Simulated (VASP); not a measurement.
# CsRhC (P-6m2) in VASP: reference runs

Aim: a first look at CsRhC with PBE, on the cell as given.

All numbers are computed with VASP 6.6.1; they aren't measurements. Logs are shortened: lines on timing, memory, paths and dates and some standing lists are left out, and cuts for length are marked.

## 1. The crystal as given

The structure is hexagonal, space group P-6m2 (No. 187). Conventional cell: a = 3.468 Å, b = 3.468 Å, c = 5.962 Å, α = 90.00°, β = 90.00°, γ = 120.00°. Around Cs (site symmetry -6m2) lie 6 Cs at 3.47 Å and 6 Rh at 3.59 Å and 6 C at 3.59 Å. Rh (site symmetry -6m2) has 3 C at 2.00 Å as nearest neighbours. C (site symmetry -6m2) is surrounded by 3 Rh at 2.00 Å.

The cell was built by a generator and needn't be a form met in nature.

## 2. Single point, PBE

INCAR reads:

```
SYSTEM = CsRhC
  PREC = Accurate
  ENCUT = 520
  EDIFF = 1E-7
  ISMEAR = -1
  SIGMA = 0.05
  LREAL = .FALSE.
  LASPH = .TRUE.
  NELM = 60
  ALGO = Normal
  ISIF = 2
  LWAVE = .FALSE.
  LCHARG = .TRUE.
  GGA = PE
  LELF = .TRUE.
  LVHAR = .TRUE.
  NBANDS = 21
```

KPOINTS reads:

```
regular mesh
0
G
  9 9 5
  0 0 0
```

POSCAR reads:

```
CsRhC
1.0
    3.4682300000      0.0000000000      0.0000000000
   -1.7341200000      3.0035800000      0.0000000000
    0.0000000000      0.0000000000      5.9622800000
Cs Rh C
1 1 1
Direct
    0.0000000000      0.0000000000      0.0000000000
    0.3333300000      0.6666700000      0.5000000000
    0.6666700000      0.3333300000      0.5000000000
```

Potentials or basis: VASP PAW PBE potentials, release 64 (Cs_sv, Rh_pv, C).

Started as:

```sh
$ cat potpaw_PBE.64/Cs_sv/POTCAR potpaw_PBE.64/Rh_pv/POTCAR potpaw_PBE.64/C/POTCAR > POTCAR
$ mpirun -np 1 vasp_std > vasp.out
```

OUTCAR:

```text
SYSTEM = CsRhC
   PREC = Accurate
   ENCUT = 520
   EDIFF = 1E-7
   ISMEAR = -1
   LREAL = .FALSE.
   LASPH = .TRUE.
   NELM = 60
   ISIF = 2
   GGA = PE

 ion  position               nearest neighbor table
   1  0.000  0.000  0.000-
   2  0.333  0.667  0.500-   3 2.00   3 2.00   3 2.00
   3  0.667  0.333  0.500-   2 2.00   2 2.00   2 2.00

  LATTYP: Found a hexagonal cell.
 ALAT       =     3.4682300000
 C/A-ratio  =     1.7191132076

  Lattice vectors:

 A1 = (   3.4682300000,   0.0000000000,   0.0000000000)
 A2 = (  -1.7341200000,   3.0035800000,   0.0000000000)
 A3 = (   0.0000000000,   0.0000000000,   5.9622800000)

Analysis of symmetry for initial positions (statically):
=====================================================================
 Subroutine PRICEL returns:
 Original cell was already a primitive cell.

 Routine SETGRP: Setting up the symmetry group for a
 hexagonal supercell.

 Subroutine GETGRP returns: Found  4 space group operations
 (whereof  4 operations were pure point group operations)
 out of a pool of 24 trial point group operations.

The static configuration has the point symmetry C_2v.

Analysis of symmetry for dynamics (positions and initial velocities):
=====================================================================
 Subroutine PRICEL returns:
 Original cell was already a primitive cell.

 Routine SETGRP: Setting up the symmetry group for a
 hexagonal supercell.

 Subroutine GETGRP returns: Found  4 space group operations
 (whereof  4 operations were pure point group operations)
 out of a pool of 24 trial point group operations.

The dynamic configuration has the point symmetry C_2v.

 Subroutine INISYM returns: Found  4 space group operations
 (whereof  4 operations are pure point group operations),
 and found     1 'primitive' translations

----------------------------------------------------------------------------------------

                                     Primitive cell

  volume of cell :      62.1097

  direct lattice vectors                    reciprocal lattice vectors
     3.468230000  0.000000000  0.000000000     0.288331512  0.166468495  0.000000000
[... 77 lines left out ...]
   NGXF,Y,Z  is equivalent  to a cutoff of  26.84, 26.84, 26.77 a.u.
 SYSTEM =  CsRhC
   PREC   = accura    normal or accurate (medium, high low for compatibility)
   ISTART =      0    job   : 0-new  1-cont  2-samecut
   ICHARG =      2    charge: 1-file 2-atom 10-const
   ISPIN  =      1    spin polarized calculation?
   LNONCOLLINEAR =      F non collinear calculations
   LSORBIT =      F    spin-orbit coupling
   LASPH  =      T    aspherical Exc in radial PAW
   ENCUT  =  520.0 eV  38.22 Ry    6.18 a.u.   6.45  6.45 11.09*2*pi/ulx,y,z
   NELM   =     60;   NELMIN=  2; NELMDL= -5     # of ELM steps
   EDIFF  = 0.1E-06   stopping-criterion for ELM
   LREAL  =      F    real-space projection
   EDIFFG = 0.1E-05   stopping-criterion for IOM
   NSW    =      0    number of steps for IOM
   IBRION =     -1    ionic relax: 0-MD 1-quasi-New 2-CG
   NFREE  =      0    steps in history (QN), initial steepest desc. (CG)
   ISIF   =      2    stress and relaxation
   ISYM   =      2    0-nonsym 1-usesym 2-fastsym
   POTIM  = 0.5000    time-step for ionic-motion
   TEBEG  =    0.0;   TEEND  =   0.0 temperature during run
   PSTRESS=    0.0 pullay stress
   NELECT =      28.0000    total number of electrons
   NUPDOWN=      -1.0000    fix difference up-down
   EMIN   =  10.00;   EMAX   =-10.00  energy-range for DOS
   EFERMI =   0.00;   METHOD = LEGACY
   ISMEAR =    -1;   SIGMA  =   0.05  broadening in eV -4-tet -1-fermi 0-gaus
   EFERMI_NEDOS =   21; number of points for ismear=-14 and -15
   IALGO  =     38    algorithm
   IMIX   =      4    mixing-type and parameters
     AMIX     =   0.40;   BMIX     =  1.00
     AMIX_MAG =   1.60;   BMIX_MAG =  1.00
  volume/ion in A,a.u.               =      20.70       139.71
  Fermi-wavevector in a.u.,A,eV,Ry     =   1.255281  2.372137 21.439120  1.575731
  Thomas-Fermi vector in A             =   2.389045
   LORBIT       =      0    0 simple, 1 ext, 2 COOP (PROOUT), +10 PAW based schemes
   GGA     = PE    functional components
   LHFCALC =     F    Hartree Fock is set to
   AEXX    =    0.0000 exact exchange contribution
   IVDW    =     0    specifies the selected vdW correction
   LEPSILON=     F    determine dielectric tensor
   LRPA    =     F    only Hartree local field effects (RPA)
 non-spin polarized calculation
  energy-cutoff  :      520.00
  volume of cell :       62.11
 maximum number of plane-waves:      1690
 NGX is ok and might be reduce to    28
   NGX = 13   NGY = 13   NGZ = 23

 number of electron      27.9999997 magnetization

 Free energy of the ion-electron system (eV)
  ---------------------------------------------------
  ext. energy  EPLUGINS =         0.00000000
  ---------------------------------------------------
  free energy    TOTEN  =       -15.51138373 eV

  energy without entropy =      -15.49039486  energy(sigma->0) =      -15.50088930

 E-fermi :   6.0211     XC(G=0): -10.4679

 val. band max:        5.9824097354   @ k =   0.2222   0.1111   0.2000
 cond. band min:       6.0214688111   @ k =   0.3333   0.0000   0.4000
 fundamental gap:      0.0390590757
 Fermi energy:         6.0211047912

 k-point     1 :       0.0000    0.0000    0.0000
  band No.  band energies     occupation
      1     -41.1547      2.00000
      2     -41.1546      2.00000
      3     -40.5181      2.00000
      4     -17.9994      2.00000
      5      -5.6803      2.00000
      6      -4.7505      2.00000
[... 565 lines left out ...]
     20      11.9858      0.00000
     21      12.5188      0.00000

 [... further k-points ...]
[... 5 lines left out ...]
  --------------------------------------------------------------------------------------
  -------------------------------------------------------------------------------------
  Total        0.0911856      0.0913154      0.0725150      0.0001120      0.0000000      0.0000000
  in kB        2.3522172      2.3555644      1.8705925      0.0028884      0.0000000      0.0000000
  external PRESSURE =       2.1927914 kB  Pullay stress =       0.0000000 kB

 VOLUME and BASIS-vectors are now :
 -----------------------------------------------------------------------------
  energy-cutoff  :      520.00
  volume of cell :       62.11
      direct lattice vectors                 reciprocal lattice vectors
     3.468230000  0.000000000  0.000000000     0.288331512  0.166468495  0.000000000
    -1.734120000  3.003580000  0.000000000     0.000000000  0.332936030  0.000000000
     0.000000000  0.000000000  5.962280000     0.000000000  0.000000000  0.167721073

 POSITION                                       TOTAL-FORCE (eV/Angst)
 -----------------------------------------------------------------------------------
      0.00000      0.00000      0.00000         0.000007     -0.000004      0.000000
     -0.00002      2.00240      2.98114         0.000433     -0.000250      0.000000
      1.73413      1.00118      2.98114        -0.000440      0.000254      0.000000
 -----------------------------------------------------------------------------------
    total drift:                               -0.000016     -0.000025      0.000000

  FREE ENERGIE OF THE ION-ELECTRON SYSTEM (eV)
  ---------------------------------------------------
  free  energy   TOTEN  =       -15.5113837338 eV

  energy  without entropy=      -15.4903948636  energy(sigma->0) =      -15.50088930
```

stdout:

```text
POSCAR found type information on POSCAR CsRhC
 POSCAR found :  3 types and       3 ions
 scaLAPACK will be used
 LDA part: xc-table for (Slater+PW92), standard interpolation
 POSCAR, INCAR and KPOINTS ok, starting setup
 FFT: planning ... GRIDC
 FFT: planning ... GRID_SOFT
 FFT: planning ... GRID
 WAVECAR not read
 entering main loop
```

Wall time 43 s (1 thread of Intel Xeon 6975P-C (Granite Rapids), shared host); peak memory 0.25 GiB.

Results:

```
Free energy            : -15.5114 eV
Pressure               : 0.2 GPa
Band gap on the k mesh : none (metal or under the smearing width)
```
